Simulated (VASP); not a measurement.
Input:

```xyz
2
Lattice="0.0000 2.8696 2.8696 2.8696 0.0000 2.8696 2.8696 2.8696 0.0000" Properties=species:S:1:pos:R:3 pbc="T T T"
Ta     0.0000     0.0000     0.0000
As     1.4348     1.4348     1.4348
```

Method: PBEsol GGA, VASP's PBE PAW potentials (set 64) (plane waves; VASP). Numerical set-up: 400 eV cut-off, 12×12×12 Γ-centred mesh, tetrahedra with Blöchl corrections, potentials Ta_pv As.

Unless said otherwise, spin-orbit coupling is left out, though it shifts the bands of the heavy elements here.

Q: Estimate the energy per atom (σ→0), band gap (on the k-mesh) with the smallest direct gap where there is one.

A: 
* **band gap (on the k-mesh)**: none (metal, semimetal or under 0.01 eV)
* **energy per atom (σ→0)**: -8.248 eV/atom

Total energies compare only between runs with the same potentials, cut-off and functional.

The structure was generated: TaAs was put into the zinc blende type (F-43m), which need not be its known phase. It was relaxed first, which changed the volume by -36 %.
